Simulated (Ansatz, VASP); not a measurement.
One calculation of Sr2AlO, two programs

```
Sr Al O
1.0
     3.52871    0.00000    0.00000
    -1.76436    3.05595    0.00000
     0.00000    0.00000    8.60101
Sr Al O
2 1 1
Direct
  0.00000 0.00000 0.71835
  0.00000 0.00000 0.28165
  0.00000 0.00000 0.00000
  0.00000 0.00000 0.50000
```

Alike in both runs: task relaxation of cell and atoms; functional PBE; k mesh 6 × 6 × 2; occupations gaussian, width 0.1 eV; no spin polarisation.

```csv
,VASP,Ansatz
version,VASP 6.6.1,Ansatz 0.2.0
potentials or method,"VASP PAW PBE potentials, release 64 (Sr_sv, Al, O)","scalar-relativistic, plane waves, PAW"
plane-wave cutoff (eV),600,420
valence electrons in the cell,29,29
```

|  | VASP | Ansatz | Ansatz less VASP |
| --- | --- | --- | --- |
| gap on the k mesh at the Fermi level, each at its own relaxed structure (eV) | none | none | - |
| relaxed volume (Å³/atom) | 40.16 | 40.93 | +0.764 |
| relaxed cell length with the largest relative difference (Å) | 4.142 | 4.178 | +0.0356 |
| energy change over the relaxation (meV/atom) | -1090 | -1068 | +21.5 |

A gap of «none» marks a metal or a gap that the smearing closes.

Caveats: the k mesh is coarse (spacing up to 0.37 Å⁻¹), so the values aren't converged; the volume moved by over 15 % at a fixed basis, so the end points are rough (VASP); an odd number of electrons without spin polarisation forces a metal; a magnetic or distorted state may lie lower.
